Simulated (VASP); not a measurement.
# GW on SiC (Moissanite 3C), part 5 of 8

How does the gap of SiC (Moissanite 3C) change from the starting functional to GW? The cell is of the zinc-blende type, one of the forms listed for this formula. The start is a cell from a database of measured crystal structures.

VASP 6.6.1, plane waves and PAW; the level of theory is named at each step.

So far, quasiparticle gap on the mesh (eV): step 3 (evGW0) 2.36. Also gap on the k-mesh (eV): step 2 (empty bands, functional LDA) 1.30.

**4. evGW (continued)**

Level of this step: evGW on LDA; plane waves and PAW (Si_GW, C_GW) (VASP).

From OUTCAR (step 4):

```text
The static configuration has the point symmetry T_d .

 Found     16 irreducible k-points:

   NELECT =       8.0000    total number of electrons

 E-fermi :   8.3976

 QP shifts <psi_nk| G(iteration)W_0 |psi_nk>: iteration 2
 k-point   1 :       0.0000    0.0000    0.0000
  band No. old QP-enery  QP-energies   sigma(KS)   T+V_ion+V_H  V^pw_x(r,r')   Z            occupation Imag(sigma)
      1      -8.6358      -9.0947     -14.4681       5.2086     -21.6047       0.7357       2.0000       1.1938
      2       7.2192       7.0680     -15.6915      22.7224     -17.3843       0.8030       2.0000       0.0782
      3       7.2192       7.0680     -15.6915      22.7224     -17.3843       0.8030       2.0000       0.0782
      4       7.2192       7.0680     -15.6915      22.7224     -17.3843       0.8030       2.0000       0.0782
      5      14.5325      14.7364     -12.5600      27.3486      -7.4002       0.7961       0.0000      -0.0800
      6      15.6958      15.9127     -10.8514      26.8158      -5.7720       0.8074       0.0000      -0.0855
      7      15.6958      15.9127     -10.8514      26.8158      -5.7720       0.8074       0.0000      -0.0855
      8      15.6958      15.9127     -10.8514      26.8158      -5.7720       0.8074       0.0000      -0.0855
    ...

 k-point   2 :       0.1667    0.0000    0.0000
  band No. old QP-enery  QP-energies   sigma(KS)   T+V_ion+V_H  V^pw_x(r,r')   Z            occupation Imag(sigma)
      1      -8.0810      -8.5328     -14.5135       5.8210     -21.4963       0.7389       2.0000       1.1144
      2       4.6901       4.4815     -14.9971      19.4231     -17.3047       0.7899       2.0000       0.0870
      3       6.8625       6.7048     -15.5557      22.2215     -17.3194       0.8017       2.0000       0.0778
      4       6.8625       6.7048     -15.5557      22.2215     -17.3194       0.8017       2.0000       0.0778
      5      14.6562      14.8551     -11.5786      26.4817      -6.5691       0.8058       0.0000      -0.0793
      6      16.2335      16.4631     -10.9508      27.4702      -5.7021       0.8032       0.0000      -0.0924
      7      16.2335      16.4631     -10.9508      27.4702      -5.7021       0.8032       0.0000      -0.0924
      8      16.7864      17.0316     -12.3369      29.4344      -6.8083       0.7883       0.0000      -0.1017
    ...

 k-point   3 :       0.3333    0.0000    0.0000
  band No. old QP-enery  QP-energies   sigma(KS)   T+V_ion+V_H  V^pw_x(r,r')   Z            occupation Imag(sigma)
      1      -6.5166      -6.9420     -14.7226       7.6357     -21.2828       0.7459       2.0000       0.9042
      2       0.7510       0.4344     -14.3361      14.6707     -17.9476       0.7602       2.0000       0.1667
      3       6.3078       6.1370     -15.4433      21.5373     -17.3553       0.7986       2.0000       0.0782
      4       6.3078       6.1370     -15.4433      21.5373     -17.3553       0.7986       2.0000       0.0782
      5      13.9835      14.1674     -11.5713      25.7816      -6.7322       0.8108       0.0000      -0.0712
      6      16.0218      16.2425     -10.6198      26.9149      -5.4315       0.8074       0.0000      -0.0922
      7      16.0218      16.2425     -10.6198      26.9149      -5.4315       0.8074       0.0000      -0.0922
      8      18.3130      18.5987     -11.8539      30.5360      -5.7162       0.7739       0.0000      -0.1616
    ...

 QP shifts <psi_nk| G(iteration)W_0 |psi_nk>: iteration 3
 k-point   1 :       0.0000    0.0000    0.0000
  band No. old QP-enery  QP-energies   sigma(KS)   T+V_ion+V_H  V^pw_x(r,r')   Z            occupation Imag(sigma)
      1      -9.0947      -9.2635     -14.5310       5.2086     -21.6047       0.7412       2.0000       1.1481
      2       7.0680       7.0249     -15.7077      22.7224     -17.3843       0.8081       2.0000       0.0751
      3       7.0680       7.0249     -15.7077      22.7224     -17.3843       0.8081       2.0000       0.0751
      4       7.0680       7.0249     -15.7077      22.7224     -17.3843       0.8081       2.0000       0.0751
      5      14.7364      14.7993     -12.5337      27.3486      -7.4002       0.8017       0.0000      -0.0764
      6      15.9127      15.9771     -10.8238      26.8158      -5.7720       0.8126       0.0000      -0.0830
      7      15.9127      15.9771     -10.8238      26.8158      -5.7720       0.8126       0.0000      -0.0830
      8      15.9127      15.9771     -10.8238      26.8158      -5.7720       0.8126       0.0000      -0.0830
    ...

 QP shifts <psi_nk| G(iteration)W_0 |psi_nk>: iteration 4
 k-point   1 :       0.0000    0.0000    0.0000
  band No. old QP-enery  QP-energies   sigma(KS)   T+V_ion+V_H  V^pw_x(r,r')   Z            occupation Imag(sigma)
      1      -9.2635      -9.3193     -14.5473       5.2086     -21.6047       0.7423       2.0000       1.1410
      2       7.0249       7.0130     -15.7122      22.7224     -17.3843       0.8095       2.0000       0.0743
      3       7.0249       7.0130     -15.7122      22.7224     -17.3843       0.8095       2.0000       0.0743
      4       7.0249       7.0130     -15.7122      22.7224     -17.3843       0.8095       2.0000       0.0743
      5      14.7993      14.8187     -12.5251      27.3486      -7.4002       0.8030       0.0000      -0.0754
      6      15.9771      15.9971     -10.8141      26.8158      -5.7720       0.8144       0.0000      -0.0822
      7      15.9771      15.9971     -10.8141      26.8158      -5.7720       0.8144       0.0000      -0.0822
      8      15.9771      15.9971     -10.8141      26.8158      -5.7720       0.8144       0.0000      -0.0822
    ...

[... 16 parts as in an earlier step ...]

[... 19 further parts left out ...]
```

This step gave:

* quasiparticle gap on the mesh: 2.569 eV
* smallest direct quasiparticle gap on the mesh: 6.089 eV

QP gap by iteration, by row:

```csv
iteration,gap (eV),direct gap (eV)
1,2.211,5.62
2,2.472,5.961
3,2.547,6.06
4,2.569,6.09
```

GW takes the gap from 1.296 to 2.569 eV. That is +204 meV against evGW0 on LDA. The last pass still moved it by +22 meV. The value holds for 116 bands, ENCUTGW = 180 eV and this mesh, and isn't shown to be converged in them.

[end of part 5 of 8]

[Lines on the potential files, build, host, timing and source positions are cut from VASP's logs without a mark.]

[Logs are printed without paths, hosts, clocks, repeated set-up lines and the standing remarks that a program may print on its own settings, such as how far it seeks lower states.]

[Hosts, paths, dates, database ids (printed as entryN), source tags and the programs' standing remarks are cut or masked in the printed files.]

[Pressures printed for these runs are not shown converged in the cutoff: they can be off by several GPa and have the wrong sign.]
